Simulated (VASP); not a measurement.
# CsY6 (Pm-3m) in VASP: single point with PBE

Aim: the single point of CsY6 with PBE.

Program: VASP 6.6.1. These are calculated values, not measurements. Logs are shortened: lines on timing, memory, paths and dates and some standing lists are left out, and cuts for length are marked.

## 1. The cell of the first run

It takes space group Pm-3m (No. 221, cubic). The conventional cell has a = 5.826 Å, b = 5.826 Å, c = 5.826 Å, α = 90.00°, β = 90.00°, γ = 90.00°. Cs (site symmetry m-3m) has 24 Y at 4.28 Å as nearest neighbours. Around Y (site symmetry 4mm) lie 5 Y at 2.33 to 2.47 Å.

The cell was built by a generator and needn't be a form met in nature.

## 2. Single point, PBE (species swapped into the CaB6 type (Pm-3m, No. 221))

The input, INCAR:

```
SYSTEM = CsY6
PREC = Accurate
ENCUT = 520
EDIFF = 1E-6
ISMEAR = 0
SIGMA = 0.1
LREAL = .False.
LASPH = .True.
NELM = 100
ALGO = Normal
ISIF = 2
LWAVE = .False.
LCHARG = .False.
GGA = PE
NBANDS = 46
```

The input, KPOINTS:

```
regular mesh
0
Gamma
  4 4 4
  0 0 0
```

The input, POSCAR:

```
CsY6
1.0
    5.8260492900      0.0000000000      0.0000000000
    0.0000000000      5.8260492900      0.0000000000
    0.0000000000      0.0000000000      5.8260492900
Cs Y
1 6
Direct
    0.0000000000      0.0000000000      0.0000000000
    0.5000000000      0.5000000000      0.2000000000
    0.5000000000      0.5000000000      0.8000000000
    0.2000000000      0.5000000000      0.5000000000
    0.8000000000      0.5000000000      0.5000000000
    0.5000000000      0.2000000000      0.5000000000
    0.5000000000      0.8000000000      0.5000000000
```

Potentials or basis: VASP PAW PBE potentials, release 64 (Cs_sv, Y_sv).

Started as:

```sh
$ cat potpaw_PBE.64/Cs_sv/POTCAR potpaw_PBE.64/Y_sv/POTCAR > POTCAR
$ mpirun -np 1 vasp_std > vasp.out
```

OUTCAR:

```text
SYSTEM = CsY6
   PREC = Accurate
   ENCUT = 520
   EDIFF = 1E-6
   ISMEAR = 0
   LREAL = .False.
   LASPH = .True.
   NELM = 100
   ISIF = 2
   GGA = PE

 ion  position               nearest neighbor table
   1  0.000  0.000  0.000-
   2  0.500  0.500  0.200-   3 2.33   4 2.47   5 2.47   6 2.47   7 2.47   3 3.50
   3  0.500  0.500  0.800-   2 2.33   4 2.47   5 2.47   6 2.47   7 2.47   2 3.50
   4  0.200  0.500  0.500-   5 2.33   3 2.47   2 2.47   6 2.47   7 2.47   5 3.50
   5  0.800  0.500  0.500-   4 2.33   3 2.47   2 2.47   6 2.47   7 2.47   4 3.50
   6  0.500  0.200  0.500-   7 2.33   3 2.47   4 2.47   5 2.47   2 2.47   7 3.50
   7  0.500  0.800  0.500-   6 2.33   3 2.47   4 2.47   5 2.47   2 2.47   6 3.50

  LATTYP: Found a simple cubic cell.
 ALAT       =     5.8260492900

  Lattice vectors:

 A1 = (   5.8260492900,   0.0000000000,   0.0000000000)
 A2 = (   0.0000000000,   5.8260492900,   0.0000000000)
 A3 = (   0.0000000000,   0.0000000000,   5.8260492900)

Analysis of symmetry for initial positions (statically):
=====================================================================
 Subroutine PRICEL returns:
 Original cell was already a primitive cell.

 Routine SETGRP: Setting up the symmetry group for a
 simple cubic supercell.

 Subroutine GETGRP returns: Found 48 space group operations
 (whereof 48 operations were pure point group operations)
 out of a pool of 48 trial point group operations.

The static configuration has the point symmetry O_h .

Analysis of symmetry for dynamics (positions and initial velocities):
=====================================================================
 Subroutine PRICEL returns:
 Original cell was already a primitive cell.

 Routine SETGRP: Setting up the symmetry group for a
 simple cubic supercell.

 Subroutine GETGRP returns: Found 48 space group operations
 (whereof 48 operations were pure point group operations)
 out of a pool of 48 trial point group operations.

The dynamic configuration has the point symmetry O_h .

 Subroutine INISYM returns: Found 48 space group operations
 (whereof 48 operations are pure point group operations),
 and found     1 'primitive' translations

----------------------------------------------------------------------------------------

                                     Primitive cell

  volume of cell :     197.7527

  direct lattice vectors                    reciprocal lattice vectors
     5.826049290  0.000000000  0.000000000     0.171642901  0.000000000  0.000000000
     0.000000000  5.826049290  0.000000000     0.000000000  0.171642901  0.000000000
     0.000000000  0.000000000  5.826049290     0.000000000  0.000000000  0.171642901

  length of vectors
     5.826049290  5.826049290  5.826049290     0.171642901  0.171642901  0.171642901

  position of ions in fractional coordinates (direct lattice)
     0.000000000  0.000000000  0.000000000
     0.500000000  0.500000000  0.200000000
     0.500000000  0.500000000  0.800000000
     0.200000000  0.500000000  0.500000000
     0.800000000  0.500000000  0.500000000
     0.500000000  0.200000000  0.500000000
     0.500000000  0.800000000  0.500000000

  ion indices of the primitive-cell ions
   primitive index   ion index
                 1           1
                 2           2
                 3           3
                 4           4
                 5           5
                 6           6
                 7           7

----------------------------------------------------------------------------------------

 KPOINTS: regular mesh

Automatic generation of k-mesh.
 Grid dimensions read from file:
 generate k-points for:    4    4    4

 Generating k-lattice:

  Cartesian coordinates                     Fractional coordinates (reciprocal lattice)
     0.042910725  0.000000000  0.000000000     0.250000000  0.000000000  0.000000000
     0.000000000  0.042910725  0.000000000     0.000000000  0.250000000  0.000000000
     0.000000000  0.000000000  0.042910725     0.000000000  0.000000000  0.250000000

  Length of vectors
     0.042910725  0.042910725  0.042910725

  Shift w.r.t. Gamma in fractional coordinates (k-lattice)
     0.000000000  0.000000000  0.000000000

 Subroutine IBZKPT returns following result:
 ===========================================

 Found     10 irreducible k-points:

 Following reciprocal coordinates:
            Coordinates               Weight
  0.000000  0.000000  0.000000      1.000000
  0.250000  0.000000  0.000000      6.000000
  0.500000  0.000000  0.000000      3.000000
  0.250000  0.250000  0.000000     12.000000
  0.500000  0.250000  0.000000     12.000000
  0.500000  0.500000  0.000000      3.000000
  0.250000  0.250000  0.250000      8.000000
  0.500000  0.250000  0.250000     12.000000
  0.500000  0.500000  0.250000      6.000000
  0.500000  0.500000  0.500000      1.000000
   k-points           NKPTS =     10   k-points in BZ     NKDIM =     10   number of bands    NBANDS=     46
   number of dos      NEDOS =    301   number of ions     NIONS =      7
   total plane-waves  NPLWV = 110592
   dimension x,y,z NGX =    48 NGY =   48 NGZ =   48
   dimension x,y,z NGXF=    96 NGYF=   96 NGZF=   96
   ions per type =               1   6
   NGX,Y,Z   is equivalent  to a cutoff of  13.70, 13.70, 13.70 a.u.
   NGXF,Y,Z  is equivalent  to a cutoff of  27.39, 27.39, 27.39 a.u.
 SYSTEM =  CsY6
   PREC   = accura    normal or accurate (medium, high low for compatibility)
   ISTART =      0    job   : 0-new  1-cont  2-samecut
   ICHARG =      2    charge: 1-file 2-atom 10-const
   ISPIN  =      1    spin polarized calculation?
   LNONCOLLINEAR =      F non collinear calculations
   LSORBIT =      F    spin-orbit coupling
   LASPH  =      T    aspherical Exc in radial PAW
   ENCUT  =  520.0 eV  38.22 Ry    6.18 a.u.  10.83 10.83 10.83*2*pi/ulx,y,z
   NELM   =    100;   NELMIN=  2; NELMDL= -5     # of ELM steps
   EDIFF  = 0.1E-05   stopping-criterion for ELM
   LREAL  =      F    real-space projection
   EDIFFG = 0.1E-04   stopping-criterion for IOM
   NSW    =      0    number of steps for IOM
   IBRION =     -1    ionic relax: 0-MD 1-quasi-New 2-CG
   NFREE  =      0    steps in history (QN), initial steepest desc. (CG)
   ISIF   =      2    stress and relaxation
   ISYM   =      2    0-nonsym 1-usesym 2-fastsym
   POTIM  = 0.5000    time-step for ionic-motion
   TEBEG  =    0.0;   TEEND  =   0.0 temperature during run
   PSTRESS=    0.0 pullay stress
   NELECT =      75.0000    total number of electrons
   NUPDOWN=      -1.0000    fix difference up-down
   EMIN   =  10.00;   EMAX   =-10.00  energy-range for DOS
   EFERMI =   0.00;   METHOD = LEGACY
   ISMEAR =     0;   SIGMA  =   0.10  broadening in eV -4-tet -1-fermi 0-gaus
   EFERMI_NEDOS =   21; number of points for ismear=-14 and -15
   IALGO  =     38    algorithm
   IMIX   =      4    mixing-type and parameters
     AMIX     =   0.40;   BMIX     =  1.00
     AMIX_MAG =   1.60;   BMIX_MAG =  1.00
  volume/ion in A,a.u.               =      28.25       190.64
  Fermi-wavevector in a.u.,A,eV,Ry     =   1.185007  2.239339 19.105883  1.404243
  Thomas-Fermi vector in A             =   2.321210
   LORBIT       =      0    0 simple, 1 ext, 2 COOP (PROOUT), +10 PAW based schemes
   GGA     = PE    functional components
   LHFCALC =     F    Hartree Fock is set to
   AEXX    =    0.0000 exact exchange contribution
   IVDW    =     0    specifies the selected vdW correction
   LEPSILON=     F    determine dielectric tensor
   LRPA    =     F    only Hartree local field effects (RPA)
 non-spin polarized calculation
 Gauss-broadening in eV      SIGMA  =   0.10
  energy-cutoff  :      520.00
  volume of cell :      197.75
 maximum number of plane-waves:      5400
 NGX is ok and might be reduce to    48
   NGX = 21   NGY = 21   NGZ = 21

 number of electron      75.0000002 magnetization

 Free energy of the ion-electron system (eV)
  ---------------------------------------------------
  ext. energy  EPLUGINS =         0.00000000
  ---------------------------------------------------
  free energy    TOTEN  =       -14.27798467 eV

  energy without entropy =      -14.23618454  energy(sigma->0) =      -14.25708460

 E-fermi :   3.5925     XC(G=0):  -9.5442

 val. band max:        3.5611250826   @ k =   0.5000   0.2500   0.2500
 cond. band min:       3.6271932132   @ k =   0.5000   0.2500   0.0000
 fundamental gap:      0.0660681306
 Fermi energy:         3.5925359211

 k-point     1 :       0.0000    0.0000    0.0000
  band No.  band energies     occupation
      1     -40.1245      2.00000
      2     -38.5475      2.00000
      3     -38.5475      2.00000
      4     -38.3070      2.00000
      5     -38.3070      2.00000
      6     -38.3070      2.00000
[... 38 lines left out ...]
     45       5.3140      0.00000
     46       6.1761      0.00000

 k-point     2 :       0.2500    0.0000    0.0000
  band No.  band energies     occupation
      1     -40.0583      2.00000
      2     -38.8622      2.00000
      3     -38.5475      2.00000
      4     -38.3069      2.00000
      5     -38.3069      2.00000
      6     -38.0542      2.00000
[... 38 lines left out ...]
     45       5.2134      0.00000
     46       5.2558      0.00000

 k-point     3 :       0.5000    0.0000    0.0000
  band No.  band energies     occupation
      1     -39.9750      2.00000
      2     -39.0732      2.00000
      3     -38.5475      2.00000
      4     -38.3069      2.00000
      5     -38.3069      2.00000
      6     -37.9222      2.00000
[... 332 lines left out ...]
     45       5.0413      0.00000
     46       5.0413      0.00000

 k-point    10 :       0.5000    0.5000    0.5000
  band No.  band energies     occupation
      1     -39.5096      2.00000
      2     -39.0730      2.00000
      3     -39.0730      2.00000
      4     -39.0730      2.00000
      5     -37.6892      2.00000
      6     -37.6892      2.00000
[... 38 lines left out ...]
     45       5.0226      0.00000
     46       5.0226      0.00000

------------------------ aborting loop because EDIFF is reached ----------------------------------------

  FORCE on cell =-STRESS in cart. coord.  units (eV):
  Direction    XX          YY          ZZ          XY          YZ          ZX
  --------------------------------------------------------------------------------------
  -------------------------------------------------------------------------------------
  Total       43.2394303     43.2394303     43.2394303      0.0000000      0.0000000     -0.0000000
  in kB      350.3225407    350.3225407    350.3225407      0.0000000      0.0000000     -0.0000000
  external PRESSURE =     350.3225407 kB  Pullay stress =       0.0000000 kB

 VOLUME and BASIS-vectors are now :
 -----------------------------------------------------------------------------
  energy-cutoff  :      520.00
  volume of cell :      197.75
      direct lattice vectors                 reciprocal lattice vectors
     5.826049290  0.000000000  0.000000000     0.171642901  0.000000000  0.000000000
     0.000000000  5.826049290  0.000000000     0.000000000  0.171642901  0.000000000
     0.000000000  0.000000000  5.826049290     0.000000000  0.000000000  0.171642901

 POSITION                                       TOTAL-FORCE (eV/Angst)
 -----------------------------------------------------------------------------------
      0.00000      0.00000      0.00000         0.000000      0.000000      0.000000
      2.91302      2.91302      1.16521         0.000000      0.000000     -4.795142
      2.91302      2.91302      4.66084        -0.000000     -0.000000      4.795142
      1.16521      2.91302      2.91302        -4.795142      0.000000     -0.000000
      4.66084      2.91302      2.91302         4.795142     -0.000000      0.000000
      2.91302      1.16521      2.91302         0.000000     -4.795142     -0.000000
      2.91302      4.66084      2.91302         0.000000      4.795142      0.000000
 -----------------------------------------------------------------------------------
    total drift:                                0.000000     -0.000000     -0.000000

  FREE ENERGIE OF THE ION-ELECTRON SYSTEM (eV)
  ---------------------------------------------------
  free  energy   TOTEN  =       -14.2779846714 eV

  energy  without entropy=      -14.2361845358  energy(sigma->0) =      -14.25708460
```

It took 2 min on 1 thread of Intel Xeon Platinum 8488C (Sapphire Rapids), shared host; peak memory 0.35 GiB.

Results:

- Free energy: -14.2780 eV
- Pressure: 35.0 GPa
- Largest force: 4.795 eV/Å
- Band gap on the k mesh: none (metal or under the smearing width)

Forces in eV/Å, atoms in the order of the input:
```
Cs   0.000  0.000  0.000
Y    0.000  0.000 -4.795
Y    0.000  0.000  4.795
Y   -4.795  0.000  0.000
Y    4.795  0.000  0.000
Y    0.000 -4.795  0.000
Y    0.000  4.795  0.000
```

Levels at points of the mesh, in eV from the Fermi level:
```
           k point  band 35  band 36  band 37  band 38  band 39  band 40  band 41  band 42
(0.00, 0.00, 0.00)    -0.57    -0.57    -0.20    -0.20    -0.20     0.71     0.71     0.71
(0.50, 0.00, 0.00)    -0.96    -0.31    -0.31    -0.18    -0.18     0.06     0.58     0.67
(0.50, 0.50, 0.00)    -0.99    -0.47    -0.39    -0.25    -0.25    -0.11     0.99     1.15
(0.50, 0.50, 0.50)    -0.54    -0.54     0.69     0.69     0.69     0.88     0.88     1.20
```

Caveat: a pressure of tens of GPa on the cell as given is suspect, and the run, the potentials or the cell itself is likely at fault; forces of over 1 eV/Å show positions far from the minimum, so gaps and moduli don't describe the material at rest. Spin-orbit coupling is left out, which matters for the levels of Cs.
